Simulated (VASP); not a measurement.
# ZnGaP (P-6m2) in VASP: notebook

Aim: see how the results for ZnGaP move with the level of theory and the settings. Levels: HSE(alpha, omega). Tasks: single point.

Everything below comes from runs of VASP 6.6.1. Logs are shortened: lines on timing, memory, paths and dates and some standing lists are left out, and cuts for length are marked.

**1. The structure**

Symmetry: P-6m2, No. 187, hexagonal system. The conventional cell has a = 4.016 Å, b = 4.016 Å, c = 4.404 Å, α = 90.00°, β = 90.00°, γ = 120.00°. Zn (site symmetry -6m2) is surrounded by 3 P at 2.32 Å. Around Ga (site symmetry -6m2) lie 6 Zn at 3.20 Å and 6 P at 3.20 Å. P (site symmetry -6m2) has 3 Zn at 2.32 Å as nearest neighbours.

The cell was built by a generator and needn't be a form met in nature.

**2. Single point, HSE(alpha, omega)**

The input, POSCAR:

```
ZnGaP
1.0
    4.0159400000      0.0000000000      0.0000000000
   -2.0079700000      3.4779100000      0.0000000000
    0.0000000000      0.0000000000      4.4042000000
Zn Ga P
1 1 1
Direct
    0.0000000000      0.0000000000      0.5000000000
    0.6666700000      0.3333300000      0.0000000000
    0.3333300000      0.6666700000      0.5000000000
```

The input, INCAR.step1:

```
  PREC = Accurate
  ENCUT = 520
  EDIFF = 1E-5
  ISMEAR = -1
  SIGMA = 0.05
  LREAL = F
  LASPH = T
  NELM = 100
  ALGO = Normal
  ISIF = 2
  LWAVE = T
  LCHARG = F
  GGA = PE
```

The input, INCAR.step2:

```
  PREC = Accurate
  ENCUT = 520
  EDIFF = 1E-6
  ISMEAR = -1
  SIGMA = 0.05
  LREAL = F
  LASPH = T
  NELM = 100
  ALGO = Normal
  ISIF = 2
  LWAVE = F
  LCHARG = F
  GGA = PE
  LHFCALC = T
  HFSCREEN = 0.2
  AEXX = 0.15
  PRECFOCK = Fast
  ISTART = 1
```

The input, KPOINTS:

```
Automatic mesh
0
Gamma
  4 4 3
```

Potentials or basis: VASP PAW PBE potentials, release 64 (Zn, Ga_d, P).

The run is started by

```
$ cat potpaw_PBE.64/Zn/POTCAR potpaw_PBE.64/Ga_d/POTCAR potpaw_PBE.64/P/POTCAR > POTCAR
$ cp INCAR.step1 INCAR
$ mpirun -np 1 vasp_std > vasp.out
$ cp INCAR.step2 INCAR
$ mpirun -np 1 vasp_std > vasp.out
```

OUTCAR:

```text
PREC = Accurate
   ENCUT = 520
   EDIFF = 1E-6
   ISMEAR = -1
   LREAL = F
   LASPH = T
   NELM = 100
   ISIF = 2
   GGA = PE
   LHFCALC = T
   HFSCREEN = 0.2
   AEXX = 0.15
   PRECFOCK = Fast
   ISTART = 1

 ion  position               nearest neighbor table
   1  0.000  0.000  0.500-   3 2.32   3 2.32   3 2.32
   2  0.667  0.333  0.000-
   3  0.333  0.667  0.500-   1 2.32   1 2.32   1 2.32

  LATTYP: Found a hexagonal cell.
 ALAT       =     4.0159400000
 C/A-ratio  =     1.0966797313

  Lattice vectors:

 A1 = (   4.0159400000,   0.0000000000,   0.0000000000)
 A2 = (  -2.0079700000,   3.4779100000,   0.0000000000)
 A3 = (   0.0000000000,   0.0000000000,   4.4042000000)

Analysis of symmetry for initial positions (statically):
=====================================================================
 Subroutine PRICEL returns:
 Original cell was already a primitive cell.

 Routine SETGRP: Setting up the symmetry group for a
 hexagonal supercell.

 Subroutine GETGRP returns: Found  4 space group operations
 (whereof  4 operations were pure point group operations)
 out of a pool of 24 trial point group operations.

The static configuration has the point symmetry C_2v.

Analysis of symmetry for dynamics (positions and initial velocities):
=====================================================================
 Subroutine PRICEL returns:
 Original cell was already a primitive cell.

 Routine SETGRP: Setting up the symmetry group for a
 hexagonal supercell.

 Subroutine GETGRP returns: Found  4 space group operations
 (whereof  4 operations were pure point group operations)
 out of a pool of 24 trial point group operations.

The dynamic configuration has the point symmetry C_2v.

 Subroutine INISYM returns: Found  4 space group operations
 (whereof  4 operations are pure point group operations),
 and found     1 'primitive' translations

----------------------------------------------------------------------------------------

                                     Primitive cell

  volume of cell :      61.5138

  direct lattice vectors                    reciprocal lattice vectors
     4.015940000  0.000000000  0.000000000     0.249007704  0.143764502  0.000000000
    -2.007970000  3.477910000  0.000000000     0.000000000  0.287529004  0.000000000
     0.000000000  0.000000000  4.404200000     0.000000000  0.000000000  0.227055992

  length of vectors
     4.015940000  4.015943412  4.404200000     0.287529249  0.287529004  0.227055992

  position of ions in fractional coordinates (direct lattice)
     0.000000000  0.000000000  0.500000000
     0.666670000  0.333330000  0.000000000
     0.333330000  0.666670000  0.500000000

  ion indices of the primitive-cell ions
   primitive index   ion index
                 1           1
                 2           2
                 3           3

----------------------------------------------------------------------------------------

 KPOINTS: Automatic mesh

Automatic generation of k-mesh.
 Grid dimensions read from file:
 generate k-points for:    4    4    3

 Generating k-lattice:

  Cartesian coordinates                     Fractional coordinates (reciprocal lattice)
     0.062251926  0.035941126  0.000000000     0.250000000  0.000000000  0.000000000
     0.000000000  0.071882251  0.000000000     0.000000000  0.250000000  0.000000000
     0.000000000  0.000000000  0.075685331     0.000000000  0.000000000  0.333333333

  Length of vectors
     0.071882312  0.071882251  0.075685331

  Shift w.r.t. Gamma in fractional coordinates (k-lattice)
     0.000000000  0.000000000  0.000000000

 Subroutine IBZKPT returns following result:
 ===========================================

 Found     14 irreducible k-points:

 Following reciprocal coordinates:
            Coordinates               Weight
  0.000000  0.000000  0.000000      1.000000
  0.250000  0.000000  0.000000      4.000000
 -0.250000  0.250000  0.000000      2.000000
  0.500000  0.000000  0.000000      2.000000
  0.500000  0.500000  0.000000      1.000000
  0.250000  0.250000  0.000000      2.000000
 -0.250000  0.500000  0.000000      4.000000
  0.000000  0.000000  0.333333      2.000000
  0.250000  0.000000  0.333333      8.000000
 -0.250000  0.250000  0.333333      4.000000
  0.500000  0.000000  0.333333      4.000000
  0.500000  0.500000  0.333333      2.000000
  0.250000  0.250000  0.333333      4.000000
 -0.250000  0.500000  0.333333      8.000000
   k-points           NKPTS =     14   k-points in BZ     NKDIM =     48   number of bands    NBANDS=     19
   number of dos      NEDOS =    301   number of ions     NIONS =      3
   total plane-waves  NPLWV =  32400
   dimension x,y,z NGX =    30 NGY =   30 NGZ =   36
   dimension x,y,z NGXF=    60 NGYF=   60 NGZF=   72
   ions per type =               1   1   1
   NGX,Y,Z   is equivalent  to a cutoff of  12.42, 12.42, 13.59 a.u.
   NGXF,Y,Z  is equivalent  to a cutoff of  24.84, 24.84, 27.18 a.u.
 SYSTEM =  unknown system
   PREC   = accura    normal or accurate (medium, high low for compatibility)
   ISTART =      1    job   : 0-new  1-cont  2-samecut
   ICHARG =      0    charge: 1-file 2-atom 10-const
   ISPIN  =      1    spin polarized calculation?
   LNONCOLLINEAR =      F non collinear calculations
   LSORBIT =      F    spin-orbit coupling
   LASPH  =      T    aspherical Exc in radial PAW
   ENCUT  =  520.0 eV  38.22 Ry    6.18 a.u.   7.47  7.47  8.19*2*pi/ulx,y,z
   NELM   =    100;   NELMIN=  2; NELMDL=  0     # of ELM steps
   EDIFF  = 0.1E-05   stopping-criterion for ELM
   LREAL  =      F    real-space projection
   EDIFFG = 0.1E-04   stopping-criterion for IOM
   NSW    =      0    number of steps for IOM
   IBRION =     -1    ionic relax: 0-MD 1-quasi-New 2-CG
   NFREE  =      0    steps in history (QN), initial steepest desc. (CG)
   ISIF   =      2    stress and relaxation
   ISYM   =      3    0-nonsym 1-usesym 2-fastsym
   POTIM  = 0.5000    time-step for ionic-motion
   TEBEG  =    0.0;   TEEND  =   0.0 temperature during run
   PSTRESS=    0.0 pullay stress
   NELECT =      30.0000    total number of electrons
   NUPDOWN=      -1.0000    fix difference up-down
   EMIN   =  10.00;   EMAX   =-10.00  energy-range for DOS
   EFERMI =   0.00;   METHOD = LEGACY
   ISMEAR =    -1;   SIGMA  =   0.05  broadening in eV -4-tet -1-fermi 0-gaus
   EFERMI_NEDOS =   21; number of points for ismear=-14 and -15
   IALGO  =     38    algorithm
   IMIX   =      1    mixing-type and parameters
     AMIX     =   0.40;   BMIX     =  1.00
     AMIX_MAG =   1.60;   BMIX_MAG =  1.00
  volume/ion in A,a.u.               =      20.50       138.37
  Fermi-wavevector in a.u.,A,eV,Ry     =   1.288619  2.435136 22.592989  1.660538
  Thomas-Fermi vector in A             =   2.420561
   LORBIT       =      0    0 simple, 1 ext, 2 COOP (PROOUT), +10 PAW based schemes
   GGA     = PE    functional components
   LHFCALC =     T    Hartree Fock is set to
   PRECFOCK=fast      Normal, Fast or Accurate (Low or Medium for compatibility)
   ENCUT4O =  -1.0   cutoff for four orbital integrals eV
   NKREDX  =     1    reduce k-point grid by
   NKREDY  =     1    reduce k-point grid by
   NKREDZ  =     1    reduce k-point grid by
   AEXX    =    0.1500 exact exchange contribution
   HFSCREEN=    0.2000 screening length (either q_TF or 0.3 A-1)
   HFSCREENC=   0.2000 screening length for correlation (either q_TF or 0.3 A-1)
   ENCUTFOCK=  -1.0 apply spherical cutoff to Coloumb kernel
   IVDW    =     0    specifies the selected vdW correction
   LEPSILON=     F    determine dielectric tensor
   LRPA    =     F    only Hartree local field effects (RPA)
 non-spin polarized calculation
  energy-cutoff  :      520.00
  volume of cell :       61.51
 maximum number of plane-waves:      1678
 NGX is ok and might be reduce to    30
  NGX = 16; NGY = 16; NGZ = 18

 number of electron      29.9999990 magnetization

 Free energy of the ion-electron system (eV)
  ---------------------------------------------------
  ext. energy  EPLUGINS =         0.00000000
  ---------------------------------------------------
  free energy    TOTEN  =       -10.00374050 eV

  energy without entropy =       -9.99559951  energy(sigma->0) =       -9.99967001

 E-fermi :   3.7659     XC(G=0):  -8.9425

 val. band max:        3.7331554033   @ k =   0.0000   0.0000   0.3333
 cond. band min:       3.9062174127   @ k =  -0.2500   0.5000   0.3333
 fundamental gap:      0.1730620093
 Fermi energy:         3.7659171004

 k-point     1 :       0.0000    0.0000    0.0000
  band No.  band energies     occupation
      1     -12.7471      2.00000
      2     -12.7430      2.00000
      3     -12.7430      2.00000
      4     -12.7356      2.00000
      5     -12.7356      2.00000
      6      -9.0239      2.00000
[... 11 lines left out ...]
     18       6.4905      0.00000
     19       9.7781      0.00000

 k-point     2 :       0.2500    0.0000    0.0000
  band No.  band energies     occupation
      1     -12.7471      2.00000
      2     -12.7417      2.00000
      3     -12.7400      2.00000
      4     -12.7371      2.00000
      5     -12.7340      2.00000
      6      -8.4439      2.00000
[... 11 lines left out ...]
     18       8.2022      0.00000
     19       8.2681      0.00000

 k-point     3 :      -0.2500    0.2500    0.0000
  band No.  band energies     occupation
      1     -12.7471      2.00000
      2     -12.7417      2.00000
      3     -12.7400      2.00000
      4     -12.7371      2.00000
      5     -12.7340      2.00000
      6      -8.4439      2.00000
[... 11 lines left out ...]
     18       8.2023      0.00000
     19       8.2681      0.00000

 k-point     4 :       0.5000    0.0000    0.0000
  band No.  band energies     occupation
      1     -12.7506      2.00000
      2     -12.7478      2.00000
      3     -12.7386      2.00000
      4     -12.7340      2.00000
      5     -12.7248      2.00000
      6      -7.6259      2.00000
[... 187 lines left out ...]
     18       6.9598      0.00000
     19      10.1112      0.00000

 k-point    13 :       0.2500    0.2500    0.3333
  band No.  band energies     occupation
      1     -12.7546      2.00000
      2     -12.7451      2.00000
      3     -12.7407      2.00000
      4     -12.7331      2.00000
      5     -12.7261      2.00000
      6      -7.4703      2.00000
[... 11 lines left out ...]
     18       8.2501      0.00000
     19       9.5428      0.00000

 k-point    14 :      -0.2500    0.5000    0.3333
  band No.  band energies     occupation
      1     -12.7546      2.00000
      2     -12.7451      2.00000
      3     -12.7406      2.00000
      4     -12.7331      2.00000
      5     -12.7261      2.00000
      6      -7.4703      2.00000
[... 11 lines left out ...]
     18       8.2501      0.00000
     19       9.5428      0.00000

------------------------ aborting loop because EDIFF is reached ----------------------------------------

  FORCE on cell =-STRESS in cart. coord.  units (eV):
  Direction    XX          YY          ZZ          XY          YZ          ZX
  --------------------------------------------------------------------------------------
  -------------------------------------------------------------------------------------
  Total        0.5841402      0.5801460      0.2519214     -0.0034602      0.0000000      0.0000000
  in kB       15.2144095     15.1103778      6.5614977     -0.0901238      0.0000000      0.0000000
  external PRESSURE =      12.2954283 kB  Pullay stress =       0.0000000 kB

 VOLUME and BASIS-vectors are now :
 -----------------------------------------------------------------------------
  energy-cutoff  :      520.00
  volume of cell :       61.51
      direct lattice vectors                 reciprocal lattice vectors
     4.015940000  0.000000000  0.000000000     0.249007704  0.143764502  0.000000000
    -2.007970000  3.477910000  0.000000000     0.000000000  0.287529004  0.000000000
     0.000000000  0.000000000  4.404200000     0.000000000  0.000000000  0.227055992

 POSITION                                       TOTAL-FORCE (eV/Angst)
 -----------------------------------------------------------------------------------
      0.00000      0.00000      2.20210        -0.000154      0.000089      0.000000
      2.00799      1.15929      0.00000         0.000001     -0.000000      0.000000
     -0.00002      2.31862      2.20210         0.000153     -0.000088      0.000000
 -----------------------------------------------------------------------------------
    total drift:                                0.000027      0.000035      0.000001

  FREE ENERGIE OF THE ION-ELECTRON SYSTEM (eV)
  ---------------------------------------------------
  free  energy   TOTEN  =       -10.0037405030 eV

  energy  without entropy=       -9.9955995091  energy(sigma->0) =       -9.99967001
```

It took 8 min on 1 thread of AMD EPYC 7R13 (Zen 3), shared host; peak memory 0.27 GiB.

What came out:

| Item | Value |
| --- | --- |
| Free energy | -10.0037 eV |
| Pressure | 1.2 GPa |
| Band gap on the k mesh | 0.17 eV, indirect (least direct gap 2.02 eV) |

Stress tensor (GPa, compression positive):
```
 1.52 -0.01  0.00
-0.01  1.51  0.00
 0.00  0.00  0.66
```

Levels at points of the mesh, in eV from the valence-band top:
| k point | band 13 | band 14 | band 15 | band 16 | band 17 | band 18 |
| --- | --- | --- | --- | --- | --- | --- |
| (0.00, 0.00, 0.00) | -3.22 | -0.84 | -0.84 | 2.46 | 2.76 | 2.76 |
| (0.50, 0.00, 0.00) | -2.90 | -2.75 | -0.96 | 1.45 | 1.73 | 2.97 |
| (0.50, 0.50, 0.00) | -2.90 | -2.75 | -0.96 | 1.45 | 1.73 | 2.97 |

Caveat: the k mesh is coarse (spacing up to 0.48 Å⁻¹), so the values aren't converged, least of all with exact exchange; the PAW data sets were made with another functional, which shifts forces and pressure a little; an odd mesh through Γ misses points on the zone boundary, where band edges often lie.

**3. Single point, HSE(alpha, omega)**

POSCAR is that of step 2.

INCAR.step1 is that of step 2.

INCAR.step2, as its differences from that of step 2:

```diff
@@ -15,3 +15,3 @@
   HFSCREEN = 0.2
-  AEXX = 0.15
+  AEXX = 0.2
   PRECFOCK = Fast
```

KPOINTS is that of step 2.

Potentials or basis: VASP PAW PBE potentials, release 64 (Zn, Ga_d, P).

The run is started by

```
$ cat potpaw_PBE.64/Zn/POTCAR potpaw_PBE.64/Ga_d/POTCAR potpaw_PBE.64/P/POTCAR > POTCAR
$ cp INCAR.step1 INCAR
$ mpirun -np 1 vasp_std > vasp.out
$ cp INCAR.step2 INCAR
$ mpirun -np 1 vasp_std > vasp.out
```

Run time: 8.4 min. Hardware: 1 thread of AMD EPYC 7R13 (Zen 3), shared host; peak memory 0.27 GiB.

It converged, with:

```
Free energy            : -10.3351 eV
Pressure               : 1.2 GPa
Band gap on the k mesh : 0.19 eV, indirect (least direct gap 2.11 eV)
```

Stress tensor (GPa, compression positive):
```
 1.44 -0.01  0.00
-0.01  1.42  0.00
 0.00  0.00  0.72
```

Levels at points of the mesh, in eV from the valence-band top:
| k point | band 12 | band 13 | band 14 | band 15 | band 16 | band 17 | band 18 | band 19 |
| --- | --- | --- | --- | --- | --- | --- | --- | --- |
| (0.00, 0.00, 0.00) | -4.45 | -3.34 | -0.94 | -0.94 | 2.57 | 2.82 | 2.82 | 6.19 |
| (0.50, 0.00, 0.00) | -7.60 | -3.03 | -2.82 | -1.04 | 1.48 | 1.78 | 3.04 | 5.21 |
| (0.50, 0.50, 0.00) | -7.60 | -3.03 | -2.82 | -1.04 | 1.48 | 1.78 | 3.04 | 5.21 |

Caveat: the k mesh is coarse (spacing up to 0.48 Å⁻¹), so the values aren't converged, least of all with exact exchange; the PAW data sets were made with another functional, which shifts forces and pressure a little; an odd mesh through Γ misses points on the zone boundary, where band edges often lie.

**4. Single point, HSE(alpha, omega)**

POSCAR is that of step 3.

INCAR.step1 is that of step 3.

INCAR.step2, as its differences from that of step 3:

```diff
@@ -15,3 +15,3 @@
   HFSCREEN = 0.2
-  AEXX = 0.2
+  AEXX = 0.25
   PRECFOCK = Fast
```

KPOINTS is that of step 3.

The run is started by

```
$ cat potpaw_PBE.64/Zn/POTCAR potpaw_PBE.64/Ga_d/POTCAR potpaw_PBE.64/P/POTCAR > POTCAR
$ cp INCAR.step1 INCAR
$ mpirun -np 1 vasp_std > vasp.out
$ cp INCAR.step2 INCAR
$ mpirun -np 1 vasp_std > vasp.out
```

Wall time 8.8 min (1 thread of AMD EPYC 7R13 (Zen 3), shared host); peak memory 0.27 GiB.

The run converged. Its results:

- Free energy: -10.6775 eV
- Pressure: 1.2 GPa
- Band gap on the k mesh: 0.20 eV, indirect (least direct gap 2.21 eV)

Stress tensor (GPa, compression positive):
```
 1.39 -0.01  0.00
-0.01  1.37  0.00
 0.00  0.00  0.82
```

Levels at points of the mesh, in eV from the valence-band top:
```
           k point  band 13  band 14  band 15  band 16  band 17  band 18
(0.00, 0.00, 0.00)    -3.46    -1.04    -1.04     2.69     2.89     2.89
(0.50, 0.00, 0.00)    -3.15    -2.89    -1.12     1.51     1.82     3.11
(0.50, 0.50, 0.00)    -3.15    -2.89    -1.12     1.51     1.82     3.11
```

Caveat: the k mesh is coarse (spacing up to 0.48 Å⁻¹), so the values aren't converged, least of all with exact exchange; the PAW data sets were made with another functional, which shifts forces and pressure a little; an odd mesh through Γ misses points on the zone boundary, where band edges often lie.

**5. Single point, HSE(alpha, omega)**

POSCAR is that of step 4.

INCAR.step1 is that of step 4.

INCAR.step2, as its differences from that of step 4:

```diff
@@ -15,3 +15,3 @@
   HFSCREEN = 0.2
-  AEXX = 0.25
+  AEXX = 0.3
   PRECFOCK = Fast
```

KPOINTS is that of step 4.

The run is started by

```
$ cat potpaw_PBE.64/Zn/POTCAR potpaw_PBE.64/Ga_d/POTCAR potpaw_PBE.64/P/POTCAR > POTCAR
$ cp INCAR.step1 INCAR
$ mpirun -np 1 vasp_std > vasp.out
$ cp INCAR.step2 INCAR
$ mpirun -np 1 vasp_std > vasp.out
```

Wall time 7.7 min (1 thread of AMD EPYC 7R13 (Zen 3), shared host); peak memory 0.27 GiB.

The run converged. Its results:

| Item | Value |
| --- | --- |
| Free energy | -11.0308 eV |
| Pressure | 1.2 GPa |
| Band gap on the k mesh | 0.22 eV, indirect (least direct gap 2.31 eV) |

Stress tensor (GPa, compression positive):
```
 1.33 -0.02  0.00
-0.02  1.31  0.00
 0.00  0.00  0.91
```

Levels at points of the mesh, in eV from the valence-band top:
| k point | band 13 | band 14 | band 15 | band 16 | band 17 | band 18 |
| --- | --- | --- | --- | --- | --- | --- |
| (0.00, 0.00, 0.00) | -3.58 | -1.14 | -1.14 | 2.81 | 2.97 | 2.97 |
| (0.50, 0.00, 0.00) | -3.27 | -2.96 | -1.19 | 1.55 | 1.87 | 3.19 |
| (0.50, 0.50, 0.00) | -3.27 | -2.96 | -1.19 | 1.55 | 1.87 | 3.19 |

Caveat: the k mesh is coarse (spacing up to 0.48 Å⁻¹), so the values aren't converged, least of all with exact exchange; the PAW data sets were made with another functional, which shifts forces and pressure a little; an odd mesh through Γ misses points on the zone boundary, where band edges often lie.

(Continued in part 2 of 2.)
